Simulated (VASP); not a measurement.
Data:

```
RbBr
1.0
    4.84289     0.00000     0.00000
    0.00000     6.84888     0.00000
    0.00000     0.00000    24.59624
Rb Br
4 4
Cartesian
  0.00000   0.00000   8.75288
  2.42144   3.42444  11.00959
  0.00000   0.00000  13.58666
  2.42144   3.42444  15.84337
  2.42144   0.00000  11.02727
  0.00000   3.42444   8.71056
  2.42144   0.00000  15.88568
  0.00000   3.42444  13.56898
```

Computed with PBEsol GGA, VASP's PBE PAW potentials (set 64) (plane waves; VASP). Numerical set-up: PREC = Normal, 400 eV cut-off, 4×3×1 Γ-centred mesh, Gaussian smearing of 0.050 eV, potentials Rb_sv Br.

Problem. What does the run give for the energy per atom (σ→0), band gap (on the k-mesh) with the smallest direct gap where there is one?

Solution. 
| Quantity | Value |
|---|---|
| band gap (on the k-mesh) | 3.82 eV |
| smallest direct gap (on the k-mesh) | 3.82 eV |
| energy per atom (σ→0) | -3.069 eV/atom |

Only differences to runs with the same potentials and settings are physical.

The cell is a thin slab with vacuum, built from RbBr (rock salt): (110) face.
